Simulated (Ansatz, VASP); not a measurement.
**AgOs4: VASP beside Ansatz**

```
CELL_PARAMETERS angstrom
-2.84916 2.84916 2.84916
2.84916 -2.84916 2.84916
2.84916 2.84916 -2.84916
ATOMIC_POSITIONS crystal
Ag 0.00000 0.00000 0.00000
Os 0.00000 0.00000 0.50000
Os 0.50000 0.00000 0.00000
Os 0.50000 0.50000 0.50000
Os 0.00000 0.50000 0.00000
```

Change from the starting cell: species swapped into the NiHg4 type (Im-3m, No. 229).

Alike in both runs: functional PBE; k mesh 10 × 10 × 10; occupations gaussian, width 0.1 eV; no spin polarisation.

Ansatz relaxed the structure, and its values are those at the end. VASP's run is a single point on that final structure, the one shown.

```csv
,VASP,Ansatz
version,VASP 6.6.1,Ansatz 0.2.0
potentials or method,"VASP PAW PBE potentials, release 64 (Ag, Os)","scalar-relativistic, plane waves, PAW"
plane-wave cutoff (eV),520,420
valence electrons in the cell,43,83
```

```tsv
	VASP	Ansatz	Ansatz less VASP
gap on the k mesh at the Fermi level (eV)	none	none	-
pressure (GPa)	-0.5	0.0	+0.53
```

A gap of «none» marks a metal or a gap that the smearing closes. The functional is the same, so the differences come from potentials, cutoffs and numerics. The two sets of potentials don't hold the same shells in valence.

Spin-orbit coupling is left out, which matters for the levels of Os.
